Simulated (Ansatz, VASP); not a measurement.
# Cross-check of Ge (Ge(110)) between VASP and Ansatz

Wanted: the spread between two codes on one cell, functional and k mesh. Valence electrons are named where the data sets of a main pair hold unlike numbers.

Calculated with Ansatz 0.2.0; plane waves, with VASP 6.6.1 beside it; band structure at PBE.

## 1. The starting structure

The cell holds 18 atoms: 18 Ge. Cell: a = 4.216 Å, b = 5.963 Å, c = 32.160 Å, α = 90.0°, β = 90.0°, γ = 90.0°. It derives from Ge. As first built, before any earlier steps moved the atoms (in the runner's words): 9 layers, strained by +3 % in the plane. Vacuum lies along c.

## 2. VASP: band structure, PBE

A single point gives forces, pressure and levels at one fixed geometry, so differences don't come from the geometry; what else differs is listed under the comparison.

Lines of VASP's logs that name or quote its potential files are left out, and so is its time.

INCAR

```
SYSTEM = Ge
PREC = Normal
ENCUT = 320
EDIFF = 1E-06
NELM = 120
ISMEAR = 0
SIGMA = 0.03
LREAL = Auto
ALGO = Fast
GGA = PE
NBANDS = 54
LORBIT = 11
LWAVE = .FALSE.
LCHARG = .TRUE.
KPAR = 2
IDIPOL = 3
LDIPOL = .TRUE.
DIPOL = 0.5 0.5 0.5
LVHAR = .TRUE.
LVACPOTAV = .TRUE.
NEDOS = 1500
```

POSCAR

```
Ge
1.0
    4.2162293330      0.0000000000      0.0000000000
    0.0000000000      5.9626487047      0.0000000000
    0.0000000000      0.0000000000     32.1604852768
Ge
18
Direct
    0.7500000000      0.3925401888      0.7466269892
    0.2500000000      0.6074598112      0.7466269892
    0.2500000000      0.8822692302      0.6885354716
    0.7500000000      0.1177307698      0.6885354716
    0.7500000000      0.3791443428      0.6263051184
    0.2500000000      0.6208556572      0.6263051184
    0.2500000000      0.8776658311      0.5629562552
    0.7500000000      0.1223341689      0.5629562552
    0.7500000000      0.3786345883      0.5000000000
    0.2500000000      0.6213654117      0.5000000000
    0.2500000000      0.8776658311      0.4370437448
    0.7500000000      0.1223341689      0.4370437448
    0.7500000000      0.3791443428      0.3736948816
    0.2500000000      0.6208556572      0.3736948816
    0.2500000000      0.8822692302      0.3114645284
    0.7500000000      0.1177307698      0.3114645284
    0.7500000000      0.3925401888      0.2533730108
    0.2500000000      0.6074598112      0.2533730108
```

KPOINTS

```
Automatic mesh
0
Gamma
6 4 1
0 0 0
```

KPOINTS_OPT

```
Line mode
14
Line-mode
Reciprocal
  0.00000000   0.00000000   0.00000000 GAMMA
  0.50000000   0.00000000   0.00000000 X

  0.50000000   0.00000000   0.00000000 X
  0.50000000   0.50000000   0.00000000 S

  0.50000000   0.50000000   0.00000000 S
  0.00000000   0.50000000   0.00000000 Y

  0.00000000   0.50000000   0.00000000 Y
  0.00000000   0.00000000   0.00000000 GAMMA

  0.00000000   0.00000000   0.00000000 GAMMA
  0.50000000   0.50000000   0.00000000 S
```

Potentials, in the order of the species: Ge (PBE family, release 64).

Started as:

```
mpirun -np 4 vasp_std
```

Numbers of over 12 decimals in the logs are rounded to 6 here.

What it wrote:

```text
[banner, memory and clock lines left out]
running    4 mpi-ranks, on    1 nodes
 distrk:  each k-point on    2 cores,    2 groups
 distr:  one band on    1 cores,    2 groups

 POSCAR found type information on POSCAR Ge
 POSCAR found :  1 types and      18 ions
 LDA part: xc-table for (Slater+PW92), standard interpolation
 POSCAR, INCAR and KPOINTS ok, starting setup
 FFT: planning ... GRIDC
 FFT: planning ... GRID_SOFT
 FFT: planning ... GRID
 WAVECAR not read
 entering main loop
       N       E                     dE             d eps       ncg     rms          rms(c)
DAV:   1     0.281065870555E+03    0.28107E+03   -0.18031E+04  1304   0.678E+02
DAV:   2    -0.445406215551E+02   -0.32561E+03   -0.31311E+03  1724   0.144E+02
DAV:   3    -0.765576007942E+02   -0.32017E+02   -0.31375E+02  1592   0.474E+01
DAV:   4    -0.775938225249E+02   -0.10362E+01   -0.10311E+01  1746   0.926E+00
DAV:   5    -0.776186269042E+02   -0.24804E-01   -0.24791E-01  1746   0.132E+00    0.763E+00
RMM:   6    -0.771810276205E+02    0.43760E+00   -0.26189E-01  1387   0.128E+00    0.463E+00
RMM:   7    -0.769995566648E+02    0.18147E+00   -0.61007E-01  1520   0.206E+00    0.540E-01
RMM:   8    -0.769708374219E+02    0.28719E-01   -0.63486E-02  1550   0.738E-01    0.326E-01
RMM:   9    -0.769748692797E+02   -0.40319E-02   -0.16129E-02  1470   0.399E-01    0.896E-02
RMM:  10    -0.769757843136E+02   -0.91503E-03   -0.44758E-03  1685   0.182E-01    0.562E-02
RMM:  11    -0.769761814384E+02   -0.39712E-03   -0.13153E-03  1558   0.995E-02    0.202E-02
RMM:  12    -0.769763567638E+02   -0.17533E-03   -0.39942E-04  1666   0.477E-02    0.137E-02
RMM:  13    -0.769766496432E+02   -0.29288E-03   -0.16178E-04  1581   0.280E-02    0.877E-03
RMM:  14    -0.769767678107E+02   -0.11817E-03   -0.53017E-05  1614   0.157E-02    0.455E-03
RMM:  15    -0.769768403816E+02   -0.72571E-04   -0.28042E-05  1528   0.113E-02    0.252E-03
RMM:  16    -0.769768549003E+02   -0.14519E-04   -0.62601E-06  1318   0.520E-03    0.122E-03
RMM:  17    -0.769768784160E+02   -0.23516E-04   -0.40733E-06  1184   0.336E-03    0.886E-04
RMM:  18    -0.769769015713E+02   -0.23155E-04   -0.10729E-06  1033   0.187E-03    0.458E-04
RMM:  19    -0.769769137489E+02   -0.12178E-04   -0.54797E-07   847   0.126E-03    0.396E-04
RMM:  20    -0.769769236881E+02   -0.99392E-05   -0.43033E-07   661   0.101E-03    0.102E-04
RMM:  21    -0.769769246833E+02   -0.99519E-06   -0.72880E-08   481   0.777E-04
|                                                                             |
|           W    W    AA    RRRRR   N    N  II  N    N   GGGG   !!!           |
|           W    W   A  A   R    R  NN   N  II  NN   N  G    G  !!!           |
|           W    W  A    A  R    R  N N  N  II  N N  N  G       !!!           |
|           W WW W  AAAAAA  RRRRR   N  N N  II  N  N N  G  GGG   !            |
|           WW  WW  A    A  R   R   N   NN  II  N   NN  G    G                |
|           W    W  A    A  R    R  N    N  II  N    N   GGGG   !!!           |
|                                                                             |
|     Did not find any points to average over, which means that no vacuum     |
|     field-free region was found. Please increase the size of  your cell     |
|     in the dimension of the dipole correction to obtain accurate            |
|     workfunction values.                                                    |
|                                                                             |

   1 F= -.76976925E+02 E0= -.76974004E+02  d E =-.584158E-02
 Start KPOINTS_OPT (optional k-point list driver)
k-point batch [1-12\70]
       N       E                     dE             ncg
DAV:   1    -0.572102866319E+03   -0.70611E+04     1296
DAV:   2    -0.441424312344E+04   -0.38421E+04     1744
DAV:   3    -0.480749045934E+04   -0.39325E+03     1560
DAV:   4    -0.482058733630E+04   -0.13097E+02     1792
DAV:   5    -0.482084348014E+04   -0.25614E+00     1634
DAV:   6    -0.482085192948E+04   -0.84493E-02     1808
DAV:   7    -0.482085220994E+04   -0.28046E-03     1666
DAV:   8    -0.482085222215E+04   -0.12203E-04     1616
DAV:   9    -0.482085222277E+04   -0.62338E-06     1210
[...]
k-point batch [61-70\70]
       N       E                     dE             ncg
DAV:   1    -0.388064462707E+03   -0.11974E+05     1080
DAV:   2    -0.354071744687E+04   -0.31527E+04     1454
DAV:   3    -0.384440156742E+04   -0.30368E+03     1292
DAV:   4    -0.385360530945E+04   -0.92037E+01     1448
DAV:   5    -0.385380567230E+04   -0.20036E+00     1448
DAV:   6    -0.385381324627E+04   -0.75740E-02     1488
DAV:   7    -0.385381362947E+04   -0.38319E-03     1480
DAV:   8    -0.385381364660E+04   -0.17134E-04     1392
DAV:   9    -0.385381364743E+04   -0.83005E-06     1072
```

Parts of OUTCAR (step 2):

```text
ion  position               nearest neighbor table
   1  0.750  0.393  0.747-   2 2.47   2 2.47   4 2.49
   2  0.250  0.607  0.747-   1 2.47   1 2.47   3 2.49
   3  0.250  0.882  0.689-   2 2.49   4 2.53   4 2.53   6 2.54
   4  0.750  0.118  0.689-   1 2.49   3 2.53   3 2.53   5 2.54
   5  0.750  0.379  0.626-   4 2.54   8 2.55   6 2.55   6 2.55
   6  0.250  0.621  0.626-   3 2.54   7 2.55   5 2.55   5 2.55
   7  0.250  0.878  0.563-  10 2.54   6 2.55   8 2.56   8 2.56
   8  0.750  0.122  0.563-   9 2.54   5 2.55   7 2.56   7 2.56
   9  0.750  0.379  0.500-   8 2.54  12 2.54  10 2.56  10 2.56
  10  0.250  0.621  0.500-   7 2.54  11 2.54   9 2.56   9 2.56
  11  0.250  0.878  0.437-  10 2.54  14 2.55  12 2.56  12 2.56
  12  0.750  0.122  0.437-   9 2.54  13 2.55  11 2.56  11 2.56
  13  0.750  0.379  0.374-  16 2.54  12 2.55  14 2.55  14 2.55
  14  0.250  0.621  0.374-  15 2.54  11 2.55  13 2.55  13 2.55
  15  0.250  0.882  0.311-  18 2.49  16 2.53  16 2.53  14 2.54
  16  0.750  0.118  0.311-  17 2.49  15 2.53  15 2.53  13 2.54
  17  0.750  0.393  0.253-  18 2.47  18 2.47  16 2.49
  18  0.250  0.607  0.253-  17 2.47  17 2.47  15 2.49

  LATTYP: Found a simple orthorhombic cell.
 ALAT       =     4.2162293330
 B/A-ratio  =     1.4142135623
 C/A-ratio  =     7.6277836751

 Subroutine GETGRP returns: Found  8 space group operations
 (whereof  4 operations were pure point group operations)

The static configuration has the point symmetry C_2h.
 The point group associated with its full space group is D_2h.

 Found     12 irreducible k-points:

   k-points           NKPTS =     12   k-points in BZ     NKDIM =     12   number of bands    NBANDS=     54

   dimension x,y,z NGX =    18 NGY =   28 NGZ =  144
   dimension x,y,z NGXF=    36 NGYF=   56 NGZF=  288

   ENCUT  =  320.0 eV  23.52 Ry    4.85 a.u.   6.15  8.70 46.91*2*pi/ulx,y,z

   NELECT =      72.0000    total number of electrons

 k-points in reciprocal lattice and weights: Automatic mesh
   0.00000000  0.00000000  0.00000000       0.042
   0.16666667  0.00000000  0.00000000       0.083
   0.33333333  0.00000000  0.00000000       0.083
   0.50000000  0.00000000  0.00000000       0.042
   0.00000000  0.25000000  0.00000000       0.083
   0.16666667  0.25000000  0.00000000       0.167
   0.33333333  0.25000000  0.00000000       0.167
   0.50000000  0.25000000  0.00000000       0.083
   0.00000000  0.50000000  0.00000000       0.042
   0.16666667  0.50000000  0.00000000       0.083
   0.33333333  0.50000000  0.00000000       0.083
   0.50000000  0.50000000  0.00000000       0.042

 dipolmoment           0.000000      0.000000      0.000000 electrons x Angstroem

 average (electrostatic) potential at core
       1 -36.9713       2 -36.9713       3 -37.1574       4 -37.1574       5 -37.1759
       6 -37.1759       7 -37.1516       8 -37.1516       9 -37.1518      10 -37.1518
      11 -37.1516      12 -37.1516      13 -37.1759      14 -37.1759      15 -37.1574
      16 -37.1574      17 -36.9713      18 -36.9713

 E-fermi :  -0.4280

 k-point     1 :       0.0000    0.0000    0.0000
  band No.  band energies     occupation
    ...
     31      -1.4193      2.00000
     32      -1.2248      2.00000
     33      -1.0701      2.00000
     34      -0.8166      2.00000
     35      -0.6273      2.00000
     36      -0.2867      0.00000
     37      -0.2097      0.00000
     38       0.1551      0.00000
     39       0.2231      0.00000
     40       0.3314      0.00000
    ...

 k-point     2 :       0.1667    0.0000    0.0000
  band No.  band energies     occupation
    ...
     32      -1.8643      2.00000
     33      -1.5429      2.00000
     34      -1.3336      2.00000
     35      -0.6961      2.00000
     36      -0.6428      2.00000
     37      -0.0861      0.00000
     38       0.5721      0.00000
     39       1.1674      0.00000
     40       1.3388      0.00000
     41       1.6005      0.00000
    ...

 k-point     3 :       0.3333    0.0000    0.0000
  band No.  band energies     occupation
    ...
     32      -2.4277      2.00000
     33      -2.2909      2.00000
     34      -1.5833      2.00000
     35      -0.9838      2.00000
     36      -0.8721      2.00000
     37      -0.1000      0.00000
     38       0.2233      0.00000
     39       0.5043      0.00000
     40       0.7065      0.00000
     41       1.1814      0.00000
    ...

  Total       -7.7939437     -3.9973080     -0.6338885      0.0000000      0.0000000      0.0000000
  in kB      -15.4447827     -7.9212214     -1.2561382      0.0000000      0.0000000      0.0000000
  external PRESSURE =      -8.2073808 kB  Pullay stress =       0.0000000 kB

  energy-cutoff  :      320.00
  volume of cell :      808.51
      direct lattice vectors                 reciprocal lattice vectors
     4.216229333  0.000000000  0.000000000     0.237178749  0.000000000  0.000000000
     0.000000000  5.962648705  0.000000000     0.000000000  0.167710702  0.000000000
     0.000000000  0.000000000 32.160485277     0.000000000  0.000000000  0.031094058

 POSITION                                       TOTAL-FORCE (eV/Angst)
 -----------------------------------------------------------------------------------
      3.16217      2.34058     24.01189         0.000000     -0.016621      0.003011
      1.05406      3.62207     24.01189        -0.000000      0.016621      0.003011
      1.05406      5.26066     22.14363         0.000000      0.017282     -0.002632
      3.16217      0.70199     22.14363         0.000000     -0.017282     -0.002632
      3.16217      2.26070     20.14228         0.000000     -0.014249     -0.007717
      1.05406      3.70194     20.14228         0.000000      0.014249     -0.007717
      1.05406      5.23321     18.10495         0.000000     -0.006351     -0.005172
      3.16217      0.72944     18.10495         0.000000      0.006351     -0.005172
      3.16217      2.25767     16.08024         0.000000     -0.011108      0.000000
      1.05406      3.70498     16.08024        -0.000000      0.011108      0.000000
      1.05406      5.23321     14.05554        -0.000000     -0.006351      0.005172
      3.16217      0.72944     14.05554         0.000000      0.006351      0.005172
      3.16217      2.26070     12.01821         0.000000     -0.014249      0.007717
      1.05406      3.70194     12.01821         0.000000      0.014249      0.007717
      1.05406      5.26066     10.01685         0.000000      0.017282      0.002632
      3.16217      0.70199     10.01685         0.000000     -0.017282      0.002632
      3.16217      2.34058      8.14860         0.000000     -0.016621     -0.003011
      1.05406      3.62207      8.14860         0.000000      0.016621     -0.003011
 -----------------------------------------------------------------------------------
    total drift:                                0.000000      0.000000      0.000000

  FREE ENERGIE OF THE ION-ELECTRON SYSTEM (eV)
  ---------------------------------------------------
  free  energy   TOTEN  =       -76.9769246833 eV

  energy  without entropy=      -76.9710831072  energy(sigma->0) =      -76.97400390

 vacuum level on the upper side and lower side of the slab         4.174         4.174

 total charge
# of ion       s       p       d       tot
------------------------------------------
    1        1.184   1.094   0.041   2.319
    2        1.184   1.094   0.041   2.319
    3        1.165   1.134   0.053   2.352
    4        1.165   1.134   0.053   2.352
    5        1.161   1.125   0.048   2.333
    6        1.161   1.125   0.048   2.333
    7        1.153   1.134   0.047   2.333
    8        1.153   1.134   0.047   2.333
    9        1.151   1.139   0.048   2.338
   10        1.151   1.139   0.048   2.338
   11        1.153   1.134   0.047   2.333
   12        1.153   1.134   0.047   2.333
   13        1.161   1.125   0.048   2.333
   14        1.161   1.125   0.048   2.333
   15        1.165   1.134   0.053   2.352
   16        1.165   1.134   0.053   2.352
   17        1.184   1.094   0.041   2.319
   18        1.184   1.094   0.041   2.319
--------------------------------------------------
tot         20.953  20.226   0.847  42.027

[... 3 further parts left out ...]
```

The data set Ge keeps the semicore shell frozen, which is cheaper and a little less accurate.

(Part 1 of 2 ends here.)

[Lines on the potential files, build, host, timing and source positions are cut from VASP's logs without a mark.]

[Logs are printed without paths, hosts, clocks, repeated set-up lines and the standing remarks that a program may print on its own settings, such as how far it seeks lower states.]

[Hosts, paths, dates, database ids (printed as entryN), source tags and the programs' standing remarks are cut or masked in the printed files.]
